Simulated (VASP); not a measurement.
Method: PBE GGA with D4 dispersion, VASP's PBE PAW potentials (set 64) (plane waves; VASP 6.6.1).

Input for VASP

**KPOINTS**
```
Automatic mesh
0
Gamma
7 7 4
0 0 0
```

### INCAR
```
ALGO = Normal
EDIFF = 1E-7
ENCUT = 520
GGA = PE
ISIF = 2
ISMEAR = -5
IVDW = 13
LASPH = .TRUE.
LCHARG = .TRUE.
LEFG = .TRUE.
LMAXMIX = 4
LORBIT = 11
LREAL = .FALSE.
LWAVE = .FALSE.
NEDOS = 601
NELM = 100
PREC = Accurate
SYSTEM = CdS
```

### POSCAR
```
CdS
4.1515230
  0.5000000008  -0.8660253635   0.0000000000
  0.5000000008   0.8660253635   0.0000000000
  0.0000000000   0.0000000000   1.6257123196
Cd S
2 2
Cart
  0.5000000008  -0.2886756985   0.8129694695
  0.5000000008   0.2886756985   0.0001133097
  0.5000000008  -0.2886756985   1.4256363946
  0.5000000008   0.2886756985   0.6127802348
```

POTCAR, in this order: Cd S (PBE.64 set). Program: vasp_std.

Q: What will the output report for the number of irreducible k-points (NKPTS), largest plane-wave count, number of space-group operations, FFT grid (NGX, NGY, NGZ)?

A: 
```
Quantity                                      Result
--------------------------------------  ------------
number of irreducible k-points (NKPTS)            24
largest plane-wave count                        2738
number of space-group operations                  12
FFT grid (NGX, NGY, NGZ)                32 × 32 × 50
```

The compound is CdS in the wurtzite structure. It was relaxed first.
